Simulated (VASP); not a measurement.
Consider the following.

```yaml
crystal:
  lattice:
    - [0.00000, 2.71860, 2.71860]
    - [2.71860, 0.00000, 2.71860]
    - [2.71860, 2.71860, 0.00000]
  atoms:
    - { symbol: Cd, position: [0.00000, 0.00000, 0.00000] }
    - { symbol: F, position: [0.25000, 0.25000, 0.25000] }
    - { symbol: F, position: [0.75000, 0.75000, 0.75000] }
```

Computed with rev-vdW-DF2, VASP's PBE PAW potentials (set 64) (plane waves; VASP 6.6.1). Numerical set-up: 520 eV cut-off, Gaussian smearing of 0.050 eV, potentials Cd F.

### Question
Give the energies of bands 3 to 14 at the high-symmetry points, in eV from the valence-band maximum.

### Answer

| band | Γ | X | U | L | W |
|---|---|---|---|---|---|
| 3 | -5.52 | -5.31 | -5.12 | -5.21 | -4.97 |
| 4 | -5.52 | -4.64 | -4.75 | -5.21 | -4.63 |
| 5 | -5.52 | -4.64 | -4.48 | -4.35 | -4.63 |
| 6 | -4.42 | -4.31 | -4.46 | -4.35 | -4.49 |
| 7 | -4.42 | -4.15 | -4.37 | -4.17 | -4.49 |
| 8 | -0.91 | -3.06 | -3.30 | -2.68 | -3.41 |
| 9 | -0.91 | -2.83 | -2.42 | -2.18 | -2.53 |
| 10 | -0.91 | -2.83 | -2.27 | -1.74 | -1.48 |
| 11 | -0.52 | -0.45 | -0.89 | -1.74 | -1.48 |
| 12 | -0.52 | -0.09 | -0.32 | -0.41 | -0.54 |
| 13 | -0.52 | -0.09 | -0.20 | -0.41 | 0.00 |
| 14 | 2.88 | 7.70 | 7.66 | 6.90 | 7.76 |

The gap is indirect, 2.88 eV, from the valence maximum at W to the conduction minimum at Γ.

Measured: gap 7.80 eV (computed value off by -4.92 eV), as given by Giancarlo Cappellini et al., Physical Review B (2013), arXiv:1302.2571.

The compound is CdF2 in the fluorite structure. It was relaxed first.
